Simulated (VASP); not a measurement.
These are PBE GGA, VASP's PBE PAW potentials (set 64) (plane waves; VASP) values and carry that method's errors.

The input files of a VASP run:

### POSCAR
```
Y
1
    1.8512410000    -3.2040250000     0.0000000000
    1.8512410000     3.2040250000     0.0000000000
    0.0000000000     0.0000000000     5.8826210000
Y
2
Direct
  0.3333330000   0.6666670000   0.2500000000
  0.6849570000   0.3516230000   0.7500000000
```

INCAR:
```
# general
SYSTEM  = Y
PREC    = Accurate
ENCUT   = 400
LREAL   = F
LASPH   = T

# electronic loop
EDIFF   = 1E-6
NELM    = 100
ALGO    = Conjugate
LMAXMIX = 4

# smearing
ISMEAR  = 1
SIGMA   = 0.1

# functional
GGA     = PE

# ions
ISIF    = 2

# output
LWAVE   = F
LCHARG  = F
```

### KPOINTS
```
Automatic
0
gamma
10 10 6
0 0 0
```

POTCAR, in this order: Y_sv (PBE.64 set). Program: vasp_std.

Output

**OSZICAR**
```
       N       E                     dE             d eps       ncg     rms           ort
DAV:   1     0.765699463771E+02    0.76570E+02   -0.10205E+04  3120   0.117E+03
DAV:   2    -0.603156897123E+01   -0.82602E+02   -0.81712E+02  3120   0.252E+02
DAV:   3    -0.131385821792E+02   -0.71070E+01   -0.70456E+01  3120   0.442E+01
DAV:   4    -0.132723909403E+02   -0.13381E+00   -0.13374E+00  3120   0.706E+00
DAV:   5    -0.132764584833E+02   -0.40675E-02   -0.40674E-02  3120   0.914E-01
SDA:   6    -0.124960955953E+02    0.78036E+00   -0.40674E-02  3120   0.125E+01   0.000E+00
CGA:   7    -0.127572844315E+02   -0.26119E+00   -0.26113E+00  3120   0.197E+00   0.313E-02
CGA:   8    -0.128092889680E+02   -0.52005E-01   -0.52000E-01  3120   0.563E-01  -0.325E-04
CGA:   9    -0.128217208143E+02   -0.12432E-01   -0.12432E-01  3120   0.143E-01  -0.221E-04
CGA:  10    -0.128260526422E+02   -0.43318E-02   -0.43296E-02  3120   0.414E-02   0.229E-04
CGA:  11    -0.128273914796E+02   -0.13388E-02   -0.13380E-02  3120   0.125E-02   0.741E-05
CGA:  12    -0.128277516705E+02   -0.36019E-03   -0.36031E-03  3120   0.287E-03  -0.198E-05
CGA:  13    -0.128278460752E+02   -0.94405E-04   -0.94392E-04  3120   0.774E-04   0.126E-06
CGA:  14    -0.128278748589E+02   -0.28784E-04   -0.28863E-04  3120   0.311E-04  -0.609E-06
CGA:  15    -0.128278886252E+02   -0.13766E-04   -0.13791E-04  3120   0.141E-04  -0.132E-06
CGA:  16    -0.128278949918E+02   -0.63667E-05   -0.63758E-05  3120   0.595E-05  -0.530E-07
CGA:  17    -0.128278976982E+02   -0.27063E-05   -0.27230E-05  3120   0.253E-05  -0.974E-07
CGA:  18    -0.128278989141E+02   -0.12159E-05   -0.12022E-05  3120   0.116E-05   0.796E-07
CGA:  19    -0.128278995806E+02   -0.66659E-06   -0.68470E-06  3120   0.686E-06  -0.717E-07
   1 F= -.12827900E+02 E0= -.12828482E+02  d E =0.174669E-02
```

OUTCAR:
```
------------------------ aborting loop because EDIFF is reached ----------------------------------------
  FORCE on cell =-STRESS in cart. coord.  units (eV):
  Direction    XX          YY          ZZ          XY          YZ          ZX
  --------------------------------------------------------------------------------------
  Total       -0.8287597     -0.8166526     -1.5000218     -0.0728085      0.0000000      0.0000000
  in kB      -19.0274025    -18.7494358    -34.4388343     -1.6716022      0.0000000      0.0000000
  external PRESSURE =     -24.0718909 kB  Pullay stress =       0.0000000 kB
  volume of cell :       69.78
      direct lattice vectors                 reciprocal lattice vectors
     1.851241000 -3.204025000  0.000000000     0.270089092 -0.156053714  0.000000000
     1.851241000  3.204025000  0.000000000     0.270089092  0.156053714  0.000000000
     0.000000000  0.000000000  5.882621000     0.000000000  0.000000000  0.169992253
 POSITION                                       TOTAL-FORCE (eV/Angst)
 -----------------------------------------------------------------------------------
      1.85124      1.06801      1.47066         0.077710     -0.003651      0.000000
      1.91896     -1.06801      4.41197        -0.077710      0.003651      0.000000
 -----------------------------------------------------------------------------------
    total drift:                               -0.000005     -0.000000      0.000000
  FREE ENERGIE OF THE ION-ELECTRON SYSTEM (eV)
  ---------------------------------------------------
  free  energy   TOTEN  =       -12.8278995806 eV

  energy  without entropy=      -12.8296462685  energy(sigma->0) =      -12.82848181
```
(Selected blocks of OUTCAR.)

The compound is Y in the hcp structure. The cell was not relaxed at this level, atoms are displaced from their ideal sites. The run is one of a series of settings (ALGO = Conjugate against the base run), some of them coarse on purpose.
